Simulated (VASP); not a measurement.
NiSi₂ (fluorite) is relaxed at rising pressure, each step from the one before. Symmetry mostly holds the structure type, and other phases were not tried. The mesh follows the cell, and a change of mesh leaves a small step in the series.

Here is the system:

```yaml
crystal:
  lattice:
    - [0.00000, 2.67677, 2.67677]
    - [2.67677, 0.00000, 2.67677]
    - [2.67677, 2.67677, 0.00000]
  atoms:
    - { symbol: Si, position: [0.25000, 0.25000, 0.25000] }
    - { symbol: Si, position: [0.75000, 0.75000, 0.75000] }
    - { symbol: Ni, position: [0.00000, 0.00000, 0.00000] }
```

Method: LDA (Ceperley-Alder, Perdew-Zunger), VASP's LDA PAW potentials (set 64) (plane waves; VASP). Numerical set-up: 500 eV cut-off, 10×10×10 Γ-centred mesh, first-order Methfessel-Paxton smearing of 0.10 eV, potentials Si Ni.

```json
[
 {"P (GPa)": "0", "V (Å³/atom)": "12.79", "H − H(0) (eV/atom)": "0.000", "space group": "Fm-3m", "gap on the mesh (eV)": "0.00", "k-mesh": "10×10×10"},
 {"P (GPa)": "5", "V (Å³/atom)": "12.44", "H − H(0) (eV/atom)": "0.394", "space group": "Fm-3m", "gap on the mesh (eV)": "0.00", "k-mesh": "10×10×10"},
 {"P (GPa)": "10", "V (Å³/atom)": "12.13", "H − H(0) (eV/atom)": "0.777", "space group": "Fm-3m", "gap on the mesh (eV)": "0.00", "k-mesh": "10×10×10"},
 {"P (GPa)": "20", "V (Å³/atom)": "___", "H − H(0) (eV/atom)": "___", "space group": "Fm-3m", "gap on the mesh (eV)": "0.00", "k-mesh": "10×10×10"},
 {"P (GPa)": "30", "V (Å³/atom)": "11.19", "H − H(0) (eV/atom)": "2.228", "space group": "Fm-3m", "gap on the mesh (eV)": "0.00", "k-mesh": "10×10×10"},
 {"P (GPa)": "45", "V (Å³/atom)": "___", "H − H(0) (eV/atom)": "___", "space group": "Fm-3m", "gap on the mesh (eV)": "0.00", "k-mesh": "10×10×10"}
]
```

Problem. What belongs in the gaps?

Solution. 
- 45, V (Å³/atom): 10.70
- 45, H − H(0) (eV/atom): 3.252
- 20, V (Å³/atom): 11.60
- 20, H − H(0) (eV/atom): 1.517

Pressures at which the relaxation failed are left out.

The compound is NiSi2 in the fluorite structure. The run is not spin-polarised, so no magnetic state was tried.
